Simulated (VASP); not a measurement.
```
CELL_PARAMETERS angstrom
      0.00000     2.68711     2.68711
      2.68711     0.00000     2.68711
      2.68711     2.68711     0.00000
ATOMIC_POSITIONS crystal
  P  0.75000 0.75000 0.75000
  P  0.50000 0.50000 0.50000
```

These are PBEsol GGA, VASP's PBE PAW potentials (set 64) (plane waves; VASP) values and carry that method's errors. Numerical set-up: 400 eV cut-off, Gaussian smearing of 0.050 eV, potentials P.

### Question
Give the energies of bands 2 to 8 at the high-symmetry points, in eV from the Fermi level.

### Answer

```json
[
 {"band": "2", "Γ": "-3.24", "X": "-11.74", "U": "-11.16", "L": "-10.26", "W": "-11.67"},
 {"band": "3", "Γ": "-3.24", "X": "-5.71", "U": "-6.75", "L": "-4.33", "W": "-6.37"},
 {"band": "4", "Γ": "-3.24", "X": "-5.71", "U": "-5.33", "L": "-4.33", "W": "-6.37"},
 {"band": "5", "Γ": "-2.98", "X": "-1.41", "U": "-1.06", "L": "-2.36", "W": "1.66"},
 {"band": "6", "Γ": "-0.05", "X": "-1.41", "U": "1.61", "L": "1.20", "W": "1.66"},
 {"band": "7", "Γ": "-0.05", "X": "6.09", "U": "4.40", "L": "1.20", "W": "2.36"},
 {"band": "8", "Γ": "-0.05", "X": "6.09", "U": "4.42", "L": "5.84", "W": "2.36"}
]
```

It has no gap at this level: it comes out as a metal or semimetal.

The structure was generated: P was put into the diamond type (Fd-3m), which need not be its known phase. It was relaxed first, which changed the volume by +29 %.
